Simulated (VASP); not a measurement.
Zr, 16 atoms in the cell. The structure is hexagonal, space group P6_3/mmc (No. 194). Conventional cell: a = 3.232 Å, b = 3.232 Å, c = 5.147 Å, α = 90.00°, β = 90.00°, γ = 120.00°. Zr (site symmetry -6m2) has 12 Zr at 3.18 to 3.23 Å as nearest neighbours. 

* Program: VASP 6.6.1
* Task: core levels
* Functional: PBEsol
* Potentials or basis: VASP PAW PBE potentials, release 64 (Zr_sv)
* Cutoff: 520 eV
* k mesh: 9 × 9 × 5
* Occupations: methfessel-paxton, width 0.1 eV
* Spin: no spin polarisation
* Further INCAR settings: ALGO = Normal; EDIFF = 1e-06

Potentials or basis: VASP PAW PBE potentials, release 64 (Zr_sv).

Launch:

```bash
$ cat potpaw_PBE.64/Zr_sv/POTCAR > POTCAR
$ mpirun -np 4 vasp_std > vasp.out
```

Hardware: 4 MPI ranks on AMD EPYC 9R45 96-Core Processor (Zen 5) (shared host).

Task: How long does it take, and how much memory?

Result: It took 6.4 min on 4 MPI ranks on AMD EPYC 9R45 96-Core Processor (Zen 5) (shared host), peak memory 1.1 GiB a rank. Counts: scf iterations 14, k points 36.
